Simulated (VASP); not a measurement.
Here is a VASP 6.6.1 calculation.

Contents of INCAR:

```
SYSTEM = Ir
PREC = Accurate
ENCUT = 520
EDIFF = 1E-6
ISMEAR = -1
SIGMA = 0.1
LREAL = .False.
LASPH = .True.
NELM = 60
ALGO = Fast
ISIF = 2
LWAVE = .False.
LCHARG = .False.
GGA = PE
```

File KPOINTS:

```
Automatic mesh
0
Gamma
  36 36 36
  0 0 0
```

The input POSCAR:

```
Ir
1.0
    0.0000000000      1.9195000000      1.9195000000
    1.9195000000      0.0000000000      1.9195000000
    1.9195000000      1.9195000000      0.0000000000
Ir
1
Direct
    0.0000000000      0.0000000000      0.0000000000
```

Potentials or basis: VASP PAW PBE potentials, release 64 (Ir).

Launch:

```console
$ cat potpaw_PBE.64/Ir/POTCAR > POTCAR
$ mpirun -np 1 vasp_std > vasp.out
```

(1) What does it give for the band gap on the k mesh?

(2) What does it give for the pressure?

## Answers

(1) none (metal or under the smearing width).

(2) 9.9 GPa.
